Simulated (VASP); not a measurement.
Method: PBE GGA, VASP's PBE PAW potentials (set 64) (plane waves; VASP).

The input files of a VASP run:

KPOINTS:
```
Regular mesh
0
gamma
  8 8 8
```

**POSCAR**
```
KF
1.0
  0.0000000000   2.7103066905   2.7103066905
  2.7103066905   0.0000000000   2.7103066905
  2.7103066905   2.7103066905   0.0000000000
K F
1 1
direct
  0.0000000000   0.0000000000   0.0000000000
  0.5000000000   0.5000000000   0.5000000000
```

INCAR:
```
SYSTEM=KF
PREC=Accurate; ENCUT=600; LREAL=.False.
LASPH=.True.
EDIFF=1E-7; NELM=100; ALGO=Normal
ISMEAR=0; SIGMA=0.05
GGA=PE
IBRION=2; NSW=40; ISIF=3
EDIFFG=-0.01; PSTRESS=50
LWAVE=.False.; LCHARG=.False.
```

POTCAR, in this order: K_sv F (PBE.64 set). Program: vasp_std.

What will the output report for the number of irreducible k-points (NKPTS), number of bands (NBANDS), largest plane-wave count, number of space-group operations, FFT grid (NGX, NGY, NGZ)?

```json
{
 "number of irreducible k-points (NKPTS)": "29",
 "number of bands (NBANDS)": "12",
 "largest_plane_wave_count": "1363",
 "number_of_space_group_operations": "48",
 "FFT grid (NGX, NGY, NGZ)": "32 × 32 × 32"
}
```

The compound is KF in the rock salt structure. This run relaxes it under an external pressure of 5 GPa. Symmetry was kept, so distortions that lower it aren't found.
